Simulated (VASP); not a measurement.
Runs of VASP 6.6.1 on SiGeH6. The cell holds a molecule in a box, 8 atoms: a = 13.000 Å, b = 13.000 Å, c = 14.000 Å, α = 90.00°, β = 90.00°, γ = 90.00°. 

```csv
task,level,cell,grid for exact exchange (PRECFOCK),screening parameter,gap on the mesh (eV),largest force (eV/Å)
single point,PBE,as given,-,-,6.22,0.12
electron localisation function,PBE,as given,-,-,6.22,0.12
single point,SCAN+D3(BJ),as given,-,-,(a),0.27
single point,PBE,"atoms moved at random, drawn with an rms of 0.05 Å",-,-,5.81,1.83
atomic charges,PBE+TS,as given,-,-,6.22,0.13
single point,HSE06,as given,Fast,0.2 1/A,(b),0.18
relaxation of the atoms,PBE,"atoms relaxed from: atoms moved at random, drawn with an rms of 0.02 Å",-,-,6.23,0.01
```

Alike in all rows: potentials or basis VASP PAW PBE potentials, release 64 (Si, Ge_d, H); no spin polarisation; k mesh 1 × 1 × 1; cutoff (eV) 520; smearing gaussian 0.01 eV.

**Question.** Estimate the missing entries.

**Answer.** (a) 6.98; (b) 7.24.

Caveats: the PAW data sets were made with another functional, which shifts forces and pressure a little (some runs).

A k mesh can miss the band edges, and the runs leave out spin-orbit coupling on Ge.
